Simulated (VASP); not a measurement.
A cell of Pt (fcc) near equilibrium:

```
CELL_PARAMETERS angstrom
      0.00000     1.95761     1.95761
      1.95761     0.00000     1.95761
      1.95761     1.95761     0.00000
ATOMIC_POSITIONS crystal
  Pt 0.00000 0.00000 0.00000
```

The numbers are results of PBEsol GGA, VASP's PBE PAW potentials (set 64) (plane waves; VASP), not measurements.

| run | ΔE (meV/atom) | σxx | σyy | σzz | largest shear component, with its sign (GPa) | largest force (eV/Å) |
|---|---|---|---|---|---|---|
| as it is | 0.0 | 0.03 | 0.03 | 0.03 | 0.00 | 0.000 |
| after one change | 127.3 | 34.03 | 34.03 | 34.03 | 0.00 | 0.000 |
Stress is in GPa, positive when the cell is compressed.

Q: Name the change that produced these shifts.
A) biaxial strain of -4.0 % in the xy plane
B) uniaxial strain of +1.0 % along y
C) isotropic strain of -3.0 %
D) isotropic strain of +3.0 %

A: C, isotropic strain of -3.0 %

The compound is Pt in the fcc structure.
